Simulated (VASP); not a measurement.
Write the native input for VASP 6.6.1 that does the following.

* Task: relaxation of cell and atoms
* Functional: PBE
* Potentials or basis: VASP PAW PBE potentials, release 64 (Be, Se, O)
* Cutoff: 520 eV
* k mesh: 5 × 5 × 2
* Occupations: gaussian, width 0.15 eV
* Spin: no spin polarisation
* Further INCAR settings: PREC = Normal; ALGO = Fast; EDIFF = 0.0001; IBRION = 2; EDIFFG = -0.08; NSW = 24; ISIF = 3

The structure of Be3Se2O lies in POSCAR:

```
Be3Se2O
1.0
    3.3000000000      0.0000000000      0.0000000000
   -1.6500000000      2.8578838300      0.0000000000
    0.0000000000      0.0000000000      8.8400000000
Be Se O
3 2 1
Direct
    0.3333333300      0.6666666700      0.5450000000
    0.0000000000      0.0000000000      0.1870000000
    0.6666666700      0.3333333300      0.8900000000
    0.6666666700      0.3333333300      0.6450000000
    0.3333333300      0.6666666700      0.3000000000
    0.0000000000      0.0000000000      0.0000000000
```

The cell was built by a generator and needn't be a form met in nature.

These files were run (other wordings do the same):

INCAR

```
SYSTEM = Be3Se2O
PREC     = Normal         ! precision mode
ENCUT    = 520            ! plane-wave cutoff, eV
EDIFF    = 1E-4           ! SCF threshold, eV
ISMEAR   = 0              ! smearing method
SIGMA    = 0.15           ! smearing width, eV
LREAL    = .FALSE.        ! projectors in reciprocal space
LASPH    = .TRUE.         ! aspherical terms in the spheres
NELM     = 60             ! most SCF steps
ALGO     = Fast           ! electronic algorithm
ISIF     = 3              ! what is computed and relaxed
LWAVE    = .FALSE.        ! write WAVECAR
LCHARG   = .FALSE.        ! write CHGCAR
GGA      = PE             ! functional
IBRION   = 2              ! ionic algorithm
NSW      = 24             ! ionic steps
EDIFFG   = -0.08          ! ionic threshold
KPAR     = 2
```

KPOINTS

```
regular mesh
0
G
  5 5 2
  0 0 0
```

Potentials or basis: VASP PAW PBE potentials, release 64 (Be, Se, O).

Command:

```sh
$ cat potpaw_PBE.64/Be/POTCAR potpaw_PBE.64/Se/POTCAR potpaw_PBE.64/O/POTCAR > POTCAR
$ mpirun -np 2 vasp_std > vasp.out
```

It gave:

The relaxed volume is 13.93 Å³/atom and the relaxed cell is a = 3.431 Å, b = 3.431 Å, c = 8.200 Å, α = 90.00°, β = 90.00°, γ = 120.00°. The space group after relaxing (to 0.05 Å) is P3m1 (No. 156), the energy gained by relaxing is 199.3 meV/atom and the ionic steps are 10. The pressure after relaxing is 0.0 GPa and the largest force after relaxing is 0.023 eV/Å. The band gap on the k mesh is 1.22 eV, direct.

Caveat: the k mesh is coarse (spacing up to 0.44 Å⁻¹), so the values aren't converged; the relaxation stopped at a loose force limit of 0.08 eV/Å, so its end isn't a converged minimum.

Run time: 30 s on 2 MPI ranks on Intel(R) Xeon(R) Platinum 8259CL CPU @ 2.50GHz (Skylake/Cascade Lake), with other jobs on the host, peak memory 0.15 GiB a rank.
